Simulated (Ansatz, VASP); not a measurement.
# Na2N: VASP beside Ansatz

The input INCAR:

```
SYSTEM = Na2N
  PREC = Accurate
  ENCUT = 600
  EDIFF = 1E-6
  ISMEAR = 0
  SIGMA = 0.1
  LREAL = .False.
  LASPH = .True.
  NELM = 100
  ALGO = Normal
  ISIF = 3
  LWAVE = .False.
  LCHARG = .False.
  GGA = PE
  IBRION = 2
  NSW = 100
  EDIFFG = -0.01
```

Contents of KPOINTS:

```
regular mesh
0
Gamma
  12 12 14
  0 0 0
```

The input POSCAR:

```
Na2N
1.0
    4.3430308434      0.0000000000      0.0000000000
   -2.1715154217      3.7611750398      0.0000000000
    0.0000000000      0.0000000000      3.0990039886
Na N
2 1
Direct
    0.3333333333      0.6666666667      0.0000000000
    0.6666666667      0.3333333333      0.0000000000
    0.0000000000      0.0000000000      0.0000000000
```

Input for Ansatz:

```yaml
crystal:
  lattice:
    - [4.3430308434, 0.0, 0.0]
    - [-2.1715154217, 3.7611750398, 0.0]
    - [0.0, 0.0, 3.0990039886]
  atoms:
    - { symbol: Na, position: [0.3333333333, 0.6666666667, 0.0] }
    - { symbol: Na, position: [0.6666666667, 0.3333333333, 0.0] }
    - { symbol: "N", position: [0.0, 0.0, 0.0] }
basis:
  ecutwfc: 420
kpoints:
  mp_grid: { grid: [12, 12, 14] }
hamiltonian:
  xc: pbe
scf:
  occupations: { method: gaussian, width: 0.1 }
output:
  forces: true
  stress: true
  eigenvalues: true
relax:
  adjacent_minimum: "off"
  f_tol: 0.01
  max_steps: 80
  cell: { stress_tol: 0.05 }
```

Alike in both runs: task relaxation of cell and atoms; functional PBE; k mesh 12 × 12 × 14; occupations gaussian, width 0.1 eV; no spin polarisation.

|  | VASP | Ansatz |
| --- | --- | --- |
| version | VASP 6.6.1 | Ansatz 0.2.0 |
| potentials or method | VASP PAW PBE potentials, release 64 (Na_pv, N) | scalar-relativistic, plane waves, PAW |
| plane-wave cutoff (eV) | 600 | 420 |
| valence electrons in the cell | 19 | 23 |

|  | VASP | Ansatz | Ansatz less VASP |
| --- | --- | --- | --- |
| gap on the k mesh at the Fermi level, each at its own relaxed structure (eV) | none | none | - |
| relaxed volume (Å³/atom) | 17.14 | 17.17 | +0.024 |
| relaxed cell length with the largest relative difference (Å) | 3.156 | 3.161 | +0.0051 |

A gap of «none» marks a metal or a gap that the smearing closes. The two sets of potentials don't hold the same shells in valence.
